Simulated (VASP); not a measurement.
# Coverage series on ZrN(001), part 2 of 3

How do binding energy and the level below the vacuum change as the layer fills? Model: ZrN(001), 2 x 2, four layers.

VASP 6.6.1, plane waves and PAW; the level of theory is named at each step.

So far: The structure; Relax the state, PBEsol; Potential of the state, PBEsol.

### 4. Relax the state, PBEsol

State “4 of 4 Zr sites hold F”: the free atoms relax, with the lowest layers held.

Level: PBEsol; plane waves and PAW (Zr_sv, N, F).

System, named by how it was started: F on ZrN(001). The cell holds 36 atoms: 16 Zr, 16 N and 4 F. Its edges and angles: a = 6.449 Å, b = 6.449 Å, c = 24.690 Å, α = 90.0°, β = 90.0°, γ = 90.0°. It derives from ZrN. Vacuum lies along c.

Contents of INCAR:

```
SYSTEM = Zr4N4F
PREC = Normal
ENCUT = 400
EDIFF = 1E-05
NELM = 120
ISMEAR = 1
SIGMA = 0.1
LREAL = Auto
ALGO = Fast
GGA = PS
NBANDS = 176
LASPH = .TRUE.
LORBIT = 11
LWAVE = .FALSE.
LCHARG = .FALSE.
KPAR = 4
NCORE = 2
IBRION = 2
NSW = 80
ISIF = 2
EDIFFG = -0.04
POTIM = 0.4
MAXMIX = 40
IDIPOL = 3
LDIPOL = .TRUE.
DIPOL = 0.5 0.5 0.486
ISYM = 2
```

Contents of POSCAR:

```
Zr4N4F
1.0
    6.4488138440      0.0000000000      0.0000000000
    0.0000000000      6.4488138440      0.0000000000
    0.0000000000      0.0000000000     24.6900000000
Zr N F
16 16 4
Selective dynamics
Direct
    0.0000000000      0.0000000000      0.3240178210  F F F
    0.0000000000      0.5000000000      0.3240178210  F F F
    0.5000000000      0.0000000000      0.3240178210  F F F
    0.5000000000      0.5000000000      0.3240178210  F F F
    0.2500000000      0.2500000000      0.4163629000  F F F
    0.2500000000      0.7500000000      0.4163629000  F F F
    0.7500000000      0.2500000000      0.4163629000  F F F
    0.7500000000      0.7500000000      0.4163629000  F F F
    0.0000000000      0.0000000000      0.5087079790  T T T
    0.0000000000      0.5000000000      0.5087079790  T T T
    0.5000000000      0.0000000000      0.5087079790  T T T
    0.5000000000      0.5000000000      0.5087079790  T T T
    0.2500000000      0.2500000000      0.6010530580  T T T
    0.2500000000      0.7500000000      0.6010530580  T T T
    0.7500000000      0.2500000000      0.6010530580  T T T
    0.7500000000      0.7500000000      0.6010530580  T T T
    0.2500000000      0.2500000000      0.3240178210  F F F
    0.2500000000      0.7500000000      0.3240178210  F F F
    0.7500000000      0.2500000000      0.3240178210  F F F
    0.7500000000      0.7500000000      0.3240178210  F F F
    0.0000000000      0.0000000000      0.4163629000  F F F
    0.0000000000      0.5000000000      0.4163629000  F F F
    0.5000000000      0.0000000000      0.4163629000  F F F
    0.5000000000      0.5000000000      0.4163629000  F F F
    0.2500000000      0.2500000000      0.5087079790  T T T
    0.2500000000      0.7500000000      0.5087079790  T T T
    0.7500000000      0.2500000000      0.5087079790  T T T
    0.7500000000      0.7500000000      0.5087079790  T T T
    0.0000000000      0.0000000000      0.6010530580  T T T
    0.0000000000      0.5000000000      0.6010530580  T T T
    0.5000000000      0.0000000000      0.6010530580  T T T
    0.5000000000      0.5000000000      0.6010530580  T T T
    0.2500000000      0.2500000000      0.6759821790  T T T
    0.2500000000      0.7500000000      0.6759821790  T T T
    0.7500000000      0.2500000000      0.6759821790  T T T
    0.7500000000      0.7500000000      0.6759821790  T T T
```

Contents of KPOINTS:

```
Automatic mesh
0
Gamma
4 4 1
0 0 0
```

Potentials, in the order of the species: Zr_sv, N and F (PBE family, release 64).

Run with:

```
$ mpirun -np 8 vasp_std
```

The log of the run:

```text
[banner, memory and clock lines left out]
running    8 mpi-ranks, on    1 nodes
[...]
[... a notice as in an earlier step ...]

 LDA part: xc-table for (Slater+PW92), standard interpolation
 POSCAR, INCAR and KPOINTS ok, starting setup
[...]
entering main loop
       N       E                     dE             d eps       ncg     rms          rms(c)
DAV:   1     0.293143075103E+04    0.29314E+04   -0.14168E+05  2488   0.130E+03
DAV:   2    -0.656563790313E+02   -0.29971E+04   -0.29122E+04  2504   0.426E+02
DAV:   3    -0.381540550632E+03   -0.31588E+03   -0.31219E+03  2784   0.120E+02
DAV:   4    -0.415427237829E+03   -0.33887E+02   -0.33803E+02  3896   0.342E+01
[...]
RMM:  19    -0.359070275034E+03   -0.22045E-02   -0.15900E-02  3613   0.167E-01    0.494E-02
RMM:  20    -0.359071537387E+03   -0.12624E-02   -0.96806E-03  3574   0.128E-01    0.467E-02
RMM:  21    -0.359072270686E+03   -0.73330E-03   -0.50951E-03  3387   0.952E-02    0.273E-02
WARNING in EDDRMM: call to ZHEGV failed, returncode =   8  4    100
[...]
11 F= -.36090431E+03 E0= -.36089888E+03  d E =-.287690E-01
[...]
WARNING in EDDRMM: call to ZHEGV failed, returncode =   6  3     74
  12 F= -.36089776E+03 E0= -.36089223E+03  d E =-.222169E-01
[...]
WARNING in EDDRMM: call to ZHEGV failed, returncode =   6  3     44
  13 F= -.36090897E+03 E0= -.36090357E+03  d E =-.334278E-01
  14 F= -.36092313E+03 E0= -.36091765E+03  d E =-.141608E-01
[...]
WARNING in EDDRMM: call to ZHEGV failed, returncode =   8  4     47
[...]
WARNING in EDDRMM: call to ZHEGV failed, returncode =   6  3     78
  15 F= -.36095469E+03 E0= -.36094892E+03  d E =-.457242E-01
  16 F= -.36097533E+03 E0= -.36096924E+03  d E =-.663626E-01
[...]
WARNING in EDDRMM: call to ZHEGV failed, returncode =   6  3    141
  17 F= -.36098277E+03 E0= -.36097663E+03  d E =-.743453E-02
  18 F= -.36098278E+03 E0= -.36097664E+03  d E =-.744671E-02
  19 F= -.36098574E+03 E0= -.36097963E+03  d E =-.296319E-02
  20 F= -.36098613E+03 E0= -.36098005E+03  d E =-.335441E-02
  21 F= -.36098616E+03 E0= -.36098007E+03  d E =-.337785E-02
  22 F= -.36098649E+03 E0= -.36098039E+03  d E =-.333047E-03
  23 F= -.36098655E+03 E0= -.36098045E+03  d E =-.392701E-03
[...]
reached required accuracy - stopping structural energy minimisation
```

Elapsed: 24 min, on 8 MPI ranks of Intel Xeon 6975P-C (Granite Rapids), shared host; peak memory 4 GiB.

OUTCAR, selected parts (step 4):

```text
  Total      -37.2674259    -37.2674259    -22.9237118      0.0000000      0.0000000     -0.0000000
  in kB      -58.1512706    -58.1512706    -35.7696550      0.0000000      0.0000000     -0.0000000
  external PRESSURE =     -50.6907321 kB  Pullay stress =       0.0000000 kB

 POSITION                                       TOTAL-FORCE (eV/Angst)
 -----------------------------------------------------------------------------------
      0.00000      0.00000      8.00000        -0.000000      0.000000      1.970468
      0.00000      3.22441      8.00000         0.000000      0.000000      1.970468
      3.22441      0.00000      8.00000        -0.000000      0.000000      1.970468
      3.22441      3.22441      8.00000        -0.000000      0.000000      1.970468
      1.61220      1.61220     10.28000         0.000000     -0.000000     -0.016023
      1.61220      4.83661     10.28000         0.000000     -0.000000     -0.016023
      4.83661      1.61220     10.28000         0.000000      0.000000     -0.016023
      4.83661      4.83661     10.28000         0.000000     -0.000000     -0.016023
      0.00000      0.00000     12.56028        -0.000000     -0.000000     -0.001715
      0.00000      3.22441     12.56028        -0.000000     -0.000000     -0.001715
      3.22441      0.00000     12.56028         0.000000     -0.000000     -0.001715
      3.22441      3.22441     12.56028        -0.000000     -0.000000     -0.001715
      1.61220      1.61220     15.06770         0.000000     -0.000000     -0.032628
      1.61220      4.83661     15.06770         0.000000     -0.000000     -0.032628
[...]
-----------------------------------------------------------------------------------
    total drift:                                0.000000     -0.000000      0.081226

  FREE ENERGIE OF THE ION-ELECTRON SYSTEM (eV)
  ---------------------------------------------------
  free  energy   TOTEN  =      -360.9865497924 eV

  energy  without entropy=     -360.9682648146  energy(sigma->0) =     -360.98045480

[... 1 part as in an earlier step ...]

[... 3 further parts left out ...]
[key lines of the parts left out:]
E-fermi :   1.7044
```

Numbers from this step:

* energy(sigma→0) of the program: -360.9805 eV
* ionic steps: 23

### 5. Potential of the state, PBEsol

State “4 of 4 Zr sites hold F”: a tighter run that also writes the potential.

Level: PBEsol; plane waves and PAW (Zr_sv, N, F).

Contents of INCAR:

```
SYSTEM = Zr4N4F
PREC = Normal
ENCUT = 400
EDIFF = 1E-06
NELM = 120
ISMEAR = 1
SIGMA = 0.1
LREAL = Auto
ALGO = Fast
GGA = PS
NBANDS = 176
LASPH = .TRUE.
LORBIT = 11
LWAVE = .FALSE.
LCHARG = .TRUE.
KPAR = 4
NCORE = 2
IDIPOL = 3
LDIPOL = .TRUE.
DIPOL = 0.5 0.5 0.488
LVHAR = .TRUE.
LVACPOTAV = .TRUE.
NEDOS = 1500
```

Contents of POSCAR:

```
Zr4N4F
1.0
    6.4488138440      0.0000000000      0.0000000000
    0.0000000000      6.4488138440      0.0000000000
    0.0000000000      0.0000000000     24.6900000000
Zr N F
16 16 4
Selective dynamics
Direct
    0.0000000000      0.0000000000      0.3240178210  F F F
    0.0000000000      0.5000000000      0.3240178210  F F F
    0.5000000000      0.0000000000      0.3240178210  F F F
    0.5000000000      0.5000000000      0.3240178210  F F F
    0.2500000000      0.2500000000      0.4163629000  F F F
    0.2500000000      0.7500000000      0.4163629000  F F F
    0.7500000000      0.2500000000      0.4163629000  F F F
    0.7500000000      0.7500000000      0.4163629000  F F F
    0.0000000000      0.0000000000      0.5087193363  T T T
    0.0000000000      0.5000000000      0.5087193363  T T T
    0.5000000000      0.0000000000      0.5087193363  T T T
    0.5000000000      0.5000000000      0.5087193363  T T T
    0.2500000000      0.2500000000      0.6102752923  T T T
    0.2500000000      0.7500000000      0.6102752923  T T T
    0.7500000000      0.2500000000      0.6102752923  T T T
    0.7500000000      0.7500000000      0.6102752923  T T T
    0.2500000000      0.2500000000      0.3240178210  F F F
    0.2500000000      0.7500000000      0.3240178210  F F F
    0.7500000000      0.2500000000      0.3240178210  F F F
    0.7500000000      0.7500000000      0.3240178210  F F F
    0.0000000000      0.0000000000      0.4163629000  F F F
    0.0000000000      0.5000000000      0.4163629000  F F F
    0.5000000000      0.0000000000      0.4163629000  F F F
    0.5000000000      0.5000000000      0.4163629000  F F F
    0.2500000000      0.2500000000      0.5114532657  T T T
    0.2500000000      0.7500000000      0.5114532657  T T T
    0.7500000000      0.2500000000      0.5114532657  T T T
    0.7500000000      0.7500000000      0.5114532657  T T T
    0.0000000000      0.0000000000      0.5977772420  T T T
    0.0000000000      0.5000000000      0.5977772420  T T T
    0.5000000000      0.0000000000      0.5977772420  T T T
    0.5000000000      0.5000000000      0.5977772420  T T T
    0.2500000000      0.2500000000      0.6865104459  T T T
    0.2500000000      0.7500000000      0.6865104459  T T T
    0.7500000000      0.2500000000      0.6865104459  T T T
    0.7500000000      0.7500000000      0.6865104459  T T T
```

KPOINTS is that of step 4.

Run with:

```
$ mpirun -np 8 vasp_std
```

The log of the run:

```text
[... set-up lines as in an earlier step ...]
 entering main loop
       N       E                     dE             d eps       ncg     rms          rms(c)
DAV:   1     0.291095131357E+04    0.29110E+04   -0.14130E+05  2496   0.130E+03
DAV:   2    -0.678797104092E+02   -0.29788E+04   -0.28943E+04  2496   0.424E+02
DAV:   3    -0.384091947515E+03   -0.31621E+03   -0.31254E+03  2808   0.120E+02
DAV:   4    -0.417905000272E+03   -0.33813E+02   -0.33740E+02  3888   0.343E+01
[...]
RMM:  20    -0.360984514374E+03   -0.13719E-03   -0.11970E-02  3873   0.150E-01    0.924E-02
RMM:  21    -0.360985200269E+03   -0.68590E-03   -0.46847E-03  3947   0.961E-02    0.924E-02
RMM:  22    -0.360985573215E+03   -0.37295E-03   -0.23707E-03  3940   0.692E-02    0.727E-02
WARNING in EDDRMM: call to ZHEGV failed, returncode =   8  4     88
RMM:  23    -0.360985881950E+03   -0.30873E-03   -0.19749E-03  3842   0.610E-02    0.239E-02
RMM:  24    -0.360986045001E+03   -0.16305E-03   -0.10022E-03  3904   0.410E-02    0.179E-02
[...]
RMM:  33    -0.360986445685E+03   -0.26636E-05   -0.40000E-05  2137   0.555E-03    0.268E-03
 num prob  num prob  num prob WARNING in EDDRMM: call to ZHEGV failed, returncode =   6  3     36
 num prob  num prob  num prob  num prob  num prob  num prob  num prob WARNING in EDDRMM: call to ZHEGV failed, returncode =   6  3    110
 num prob WARNING in EDDRMM: call to ZHEGV failed, returncode =   6  3    136
 num prob RMM:  34    -0.360986449112E+03   -0.34270E-05   -0.28952E-05  2008   0.502E-03    0.179E-03
 num prob  num prob  num prob  num prob  num prob  num prob RMM:  35    -0.360986451096E+03   -0.19842E-05   -0.21851E-05  1991   0.451E-03    0.131E-03
 num prob  num prob  num prob WARNING in EDDRMM: call to ZHEGV failed, returncode =   8  4     21
 num prob  num prob RMM:  36    -0.360986451493E+03   -0.39688E-06   -0.14202E-05  1748   0.400E-03    0.117E-03
 num prob WARNING in EDDRMM: call to ZHEGV failed, returncode =   6  3     93
 num prob  num prob  num prob  num prob RMM:  37    -0.360986451544E+03   -0.50626E-07   -0.10332E-05  1653   0.372E-03    0.111E-03
 num prob  num prob  num prob  num prob  num prob  num prob  num prob  num prob  num prob  num prob RMM:  38    -0.360986450938E+03    0.60562E-06   -0.41317E-06  1496   0.343E-03
 [... a notice as in an earlier step ...]

   1 F= -.36098645E+03 E0= -.36098037E+03  d E =-.182562E-01
```

Elapsed: 2.4 min, on 8 MPI ranks; peak memory 3.4 GiB.

Parts of OUTCAR (step 5):

```text
  Total      -37.3153184    -37.3153184    -22.9133454      0.0000000      0.0000000      0.0000000
  in kB      -58.2260009    -58.2260009    -35.7534795      0.0000000      0.0000000      0.0000000
  external PRESSURE =     -50.7351605 kB  Pullay stress =       0.0000000 kB

 POSITION                                       TOTAL-FORCE (eV/Angst)
 -----------------------------------------------------------------------------------
      0.00000      0.00000      8.00000         0.000000     -0.000000      1.971379
      0.00000      3.22441      8.00000         0.000000     -0.000000      1.971379
      3.22441      0.00000      8.00000         0.000000     -0.000000      1.971379
      3.22441      3.22441      8.00000        -0.000000     -0.000000      1.971379
      1.61220      1.61220     10.28000        -0.000000      0.000000     -0.016109
      1.61220      4.83661     10.28000         0.000000     -0.000000     -0.016109
      4.83661      1.61220     10.28000         0.000000     -0.000000     -0.016109
      4.83661      4.83661     10.28000         0.000000     -0.000000     -0.016109
      0.00000      0.00000     12.56028        -0.000000     -0.000000      0.000142
      0.00000      3.22441     12.56028         0.000000     -0.000000      0.000142
      3.22441      0.00000     12.56028        -0.000000      0.000000      0.000142
      3.22441      3.22441     12.56028        -0.000000      0.000000      0.000142
      1.61220      1.61220     15.06770         0.000000     -0.000000     -0.031436
      1.61220      4.83661     15.06770         0.000000      0.000000     -0.031436
[...]
-----------------------------------------------------------------------------------
    total drift:                                0.000000     -0.000000      0.090047

  FREE ENERGIE OF THE ION-ELECTRON SYSTEM (eV)
  ---------------------------------------------------
  free  energy   TOTEN  =      -360.9864509380 eV

  energy  without entropy=     -360.9681947865  energy(sigma->0) =     -360.98036555

[... 2 parts as in an earlier step ...]

[... 1 further part left out ...]
[key lines of the parts left out:]
E-fermi :   1.7039
```

Numbers from this step:

| Item | Value |
| --- | --- |
| energy(sigma→0) of the program | -360.9804 eV |
| work function, upper and lower side | 7.19, 2.35 eV |

VASP warns that it found no field-free region by its own threshold; the planar potential, read 60 % of the way from the top atom to the cell's edge, stands at 7.19 eV above the Fermi level.

(Part 2 of 3 ends here.)

[Lines on the potential files, build, host, timing and source positions are cut from VASP's logs without a mark.]

[Logs are printed without paths, hosts, clocks, repeated set-up lines and the standing remarks that a program may print on its own settings, such as how far it seeks lower states.]

[Hosts, paths, dates, database ids (printed as entryN), source tags and the programs' standing remarks are cut or masked in the printed files.]
